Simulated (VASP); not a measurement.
Set up this calculation in VASP 6.6.1, as the native input.

```
Task                    : density of states
Functional              : PBE
Potentials or basis     : VASP PAW PBE potentials, release 64 (Ti_sv, Ru_pv, C)
Cutoff                  : 520 eV
k mesh                  : 14 × 14 × 14
Occupations             : gaussian, width 0.1 eV
Spin                    : no spin polarisation
k mesh for the DOS      : 21 × 21 × 21
Occupations for the DOS : tetrahedron
Further INCAR settings  : ALGO = Normal; EDIFF = 1e-06
```

The system is Ti2RuC3.

```
CELL_PARAMETERS angstrom
-1.52777 1.52777 6.44845
1.52777 -1.52777 6.44845
1.52777 1.52777 -6.44845
ATOMIC_POSITIONS crystal
Ti 0.66765 0.66765 0.00000
Ti 0.33235 0.33235 0.00000
Ru 0.00000 0.00000 0.00000
C 0.83328 0.83328 0.00000
C 0.16672 0.16672 0.00000
C 0.50000 0.50000 0.00000
```

The cell was built by a generator and needn't be a form met in nature.

One way to write it, as run:

POSCAR

```
Ti2RuC3
1.0
   -1.5277700000      1.5277700000      6.4484500000
    1.5277700000     -1.5277700000      6.4484500000
    1.5277700000      1.5277700000     -6.4484500000
Ti Ru C
2 1 3
Direct
    0.6676550000      0.6676550000      0.0000000000
    0.3323450000      0.3323450000      0.0000000000
    0.0000000000      0.0000000000      0.0000000000
    0.8332790000      0.8332790000      0.0000000000
    0.1667210000      0.1667210000      0.0000000000
    0.5000000000      0.5000000000      0.0000000000
```

INCAR.step1

```
SYSTEM = Ti2RuC3
PREC = Accurate ; ENCUT = 520
EDIFF = 1E-6 ; ISMEAR = 0
SIGMA = 0.1 ; LREAL = .FALSE.
LASPH = .TRUE. ; NELM = 100
ALGO = Normal ; ISIF = 2
LWAVE = .FALSE. ; LCHARG = .TRUE.
LMAXMIX = 4 ; GGA = PE
KPAR = 8
```

KPOINTS.step1

```
regular mesh
0
G
  14 14 14
  0 0 0
```

INCAR.step2

```
SYSTEM = Ti2RuC3
PREC = Accurate ; ENCUT = 520
EDIFF = 1E-6 ; ISMEAR = -5
SIGMA = 0.1 ; LREAL = .FALSE.
LASPH = .TRUE. ; NELM = 100
ALGO = Normal ; ISIF = 2
LWAVE = .FALSE. ; LCHARG = .FALSE.
LMAXMIX = 4 ; GGA = PE
LORBIT = 10 ; KPAR = 8
NEDOS = 2001 ; ICHARG = 11
```

KPOINTS.step2

```
regular mesh
0
G
  21 21 21
  0 0 0
```

Potentials or basis: VASP PAW PBE potentials, release 64 (Ti_sv, Ru_pv, C).

The run is started by

```sh
$ cat potpaw_PBE.64/Ti_sv/POTCAR potpaw_PBE.64/Ru_pv/POTCAR potpaw_PBE.64/C/POTCAR > POTCAR
$ cp INCAR.step1 INCAR
$ cp KPOINTS.step1 KPOINTS
$ mpirun -np 8 vasp_std > vasp.out
$ cp INCAR.step2 INCAR
$ cp KPOINTS.step2 KPOINTS
$ mpirun -np 8 vasp_std > vasp.out
```

Results of the run:

- Valence electrons inside the program's atomic spheres: Ti 10.42; Ru 12.65; C 2.40, 2.34

Wall time 15 min on 8 MPI ranks on Intel(R) Xeon(R) Platinum 8488C (Sapphire Rapids), on a shared host, peak memory 1.4 GiB a rank.
